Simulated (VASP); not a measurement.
Write the native input for VASP 6.6.1 that does the following.

```yaml
Task: relaxation of cell and atoms
Functional: PBE
Potentials_or_basis: VASP PAW PBE potentials, release 64 (Hf_pv, In_d, Si, O)
Cutoff: 520 eV
k_mesh: 8 × 8 × 4
Occupations: gaussian, width 0.1 eV
Spin: no spin polarisation
Further_INCAR_settings: ALGO = Normal; EDIFF = 1e-07; IBRION = 2; POTIM = 0.3; EDIFFG = -0.005; NSW = 60; ISIF = 3
```

The structure of HfIn4SiO6 lies in POSCAR:

```
HfIn4SiO6                               
1.0
    5.1665389464     -0.0000000000     -0.0000000000
   -2.5832694782      4.4743539858      0.0000000000
    0.0000000000     -0.0000000000     10.3186578529
  Hf              In              Si              O             
     1     4     1     6
Direct
     0.0000000000000000    0.0000000000000000    0.0000000000000000
     0.0000000000000000    0.0000000000000000    0.6602944550828707
     0.0000000000000000    0.0000000000000000    0.3397055449171292
     0.6666666699999979    0.3333333300000021    0.7878707490304874
     0.6666666699999979    0.3333333300000021    0.2121292509695128
     0.3333333300000021    0.6666666699999979    0.0000000000000000
     0.3142703870379089    0.3681154827709636    0.8978070740799931
     0.6318845172290360    0.6857296129621545    0.1021929259200070
     0.6318845172290050    0.9461549042668748    0.8978070740799931
     0.0538450957330620    0.3681154827709315    0.1021929259200070
     0.0538450957330931    0.6857296129621544    0.8978070740799931
     0.3142703870379089    0.9461549042669068    0.1021929259200070
```

The cell was built by a generator and needn't be a form met in nature.

These files were run (other wordings do the same):

INCAR

```
SYSTEM = HfIn4SiO6
ALGO = Normal
EDIFF = 1E-7
EDIFFG = -0.005
ENCUT = 520
GGA = PE
IBRION = 2
ISIF = 3
ISMEAR = 0
KPAR = 8
LASPH = .TRUE.
LCHARG = .FALSE.
LREAL = .FALSE.
LWAVE = .FALSE.
NELM = 120
NSW = 60
POTIM = 0.3
PREC = Accurate
SIGMA = 0.1
```

KPOINTS

```
k-points
0
G
  8 8 4
  0 0 0
```

Potentials or basis: VASP PAW PBE potentials, release 64 (Hf_pv, In_d, Si, O).

Launch:

```bash
$ cat potpaw_PBE.64/Hf_pv/POTCAR potpaw_PBE.64/In_d/POTCAR potpaw_PBE.64/Si/POTCAR potpaw_PBE.64/O/POTCAR > POTCAR
$ mpirun -np 8 vasp_std > vasp.out
```

It gave:

- Relaxed volume: 19.94 Å³/atom
- Relaxed cell: a = 5.167 Å, b = 5.167 Å, c = 10.350 Å, α = 90.00°, β = 90.00°, γ = 120.00°
- Space group after relaxing (to 0.05 Å): P312 (No. 149)
- Energy gained by relaxing: 0.0 meV/atom
- Ionic steps: 13
- Pressure after relaxing: 0.0 GPa
- Largest force after relaxing: 0.004 eV/Å
- Band gap on the k mesh: none (metal or under the smearing width)

Wall time 7.3 min on 8 MPI ranks on Intel(R) Xeon(R) 6975P-C (Granite Rapids) (shared host), peak memory 0.67 GiB a rank.
